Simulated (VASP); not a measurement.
The system is V.

```
V
1.0
    -1.51294    1.51294    1.51294
     1.51294   -1.51294    1.51294
     1.51294    1.51294   -1.51294
V
1
Direct
  0.00000 0.00000 0.00000
```

```yaml
Program: VASP 6.6.1
Task: relaxation of cell and atoms
Functional: PBEsol
Potentials_or_basis: VASP PAW PBE potentials, release 64 (V)
Cutoff: 580 eV
k_mesh: 20 × 20 × 20
Occupations: gaussian, width 0.1 eV
Spin: no spin polarisation
```

At the start: pressure -14.3 GPa; volume 13.85 Å³/atom.

Where does the relaxation end?

Over 4 steps the energy falls by 52.5 meV/atom and the volume is 12.76 Å³/atom (-7.9 %); space group Im-3m (No. 229, to 0.05 Å).

The path:
```
step  energy change (eV)  largest force (eV/Å)  pressure (GPa)  volume (Å³)
   1              0.0000                0.0000          -14.31        13.85
   2              0.0367                0.0000           25.04        11.52
   3             -0.0525                0.0000           -0.38        12.78
   4             -0.0525                0.0000           -0.06        12.76
```

Final structure:
```
V
1.0
    -1.47196    1.47196    1.47196
     1.47196   -1.47196    1.47196
     1.47196    1.47196   -1.47196
V
1
Direct
  0.00000 0.00000 0.00000
```

Caveat: the PAW data sets were made with another functional, which shifts forces and pressure a little.
